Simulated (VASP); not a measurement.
A convergence study with VASP on Ir (fcc): one setting is varied, all else stays as given below, so the limit is that of these other settings. Each run relaxes cell and ions from the cell shown. The basis is that of the starting cell, so low cut-offs carry a Pulay error.

```
Ir
1.0
    0.00000     1.92000     1.92000
    1.92000     0.00000     1.92000
    1.92000     1.92000     0.00000
Ir
1
Direct
  0.00000   0.00000   0.00000
```

Computed with PBE GGA, VASP's PBE PAW potentials (set 64) (plane waves; VASP). The tightest run used: 700 eV cut-off, 14×14×14 Γ-centred mesh, first-order Methfessel-Paxton smearing of 0.10 eV, potentials Ir.

The settings run are ENCUT = 200; ENCUT = 250; ENCUT = 300; ENCUT = 350; ENCUT = 400; ENCUT = 450; ENCUT = 500; ENCUT = 600; ENCUT = 650; ENCUT = 700. From which on does the relaxed volume stay within 0.05 Å³/atom of the tightest run?

From ENCUT = 250 on: it is off by 0.013 there and by no more than 0.05 in any finer run, while ENCUT = 200 is off by 0.366.
```json
[
 {"setting": "ENCUT = 200", "relaxed volume (Å³/atom)": "14.162", "E (eV/atom)": "-8.8117", "plane waves": "99", "difference judged (Å³/atom)": "0.366"},
 {"setting": "ENCUT = 250", "relaxed volume (Å³/atom)": "14.515", "E (eV/atom)": "-8.8450", "plane waves": "138", "difference judged (Å³/atom)": "0.013"},
 {"setting": "ENCUT = 300", "relaxed volume (Å³/atom)": "14.488", "E (eV/atom)": "-8.8371", "plane waves": "174", "difference judged (Å³/atom)": "0.040"},
 {"setting": "ENCUT = 350", "relaxed volume (Å³/atom)": "14.512", "E (eV/atom)": "-8.8372", "plane waves": "222", "difference judged (Å³/atom)": "0.016"},
 {"setting": "ENCUT = 400", "relaxed volume (Å³/atom)": "14.528", "E (eV/atom)": "-8.8386", "plane waves": "271", "difference judged (Å³/atom)": "0.000"},
 {"setting": "ENCUT = 450", "relaxed volume (Å³/atom)": "14.525", "E (eV/atom)": "-8.8383", "plane waves": "331", "difference judged (Å³/atom)": "0.003"},
 {"setting": "ENCUT = 500", "relaxed volume (Å³/atom)": "14.524", "E (eV/atom)": "-8.8384", "plane waves": "370", "difference judged (Å³/atom)": "0.004"},
 {"setting": "ENCUT = 600", "relaxed volume (Å³/atom)": "14.529", "E (eV/atom)": "-8.8390", "plane waves": "495", "difference judged (Å³/atom)": "0.001"},
 {"setting": "ENCUT = 650", "relaxed volume (Å³/atom)": "14.529", "E (eV/atom)": "-8.8390", "plane waves": "544", "difference judged (Å³/atom)": "0.001"},
 {"setting": "ENCUT = 700", "relaxed volume (Å³/atom)": "14.528", "E (eV/atom)": "-8.8390", "plane waves": "610", "difference judged (Å³/atom)": "0.000"}
]
```

Left out are rungs that failed or repeat a setting and relaxations that didn't move; long series are thinned to 24 rows.

The compound is Ir in the fcc structure.
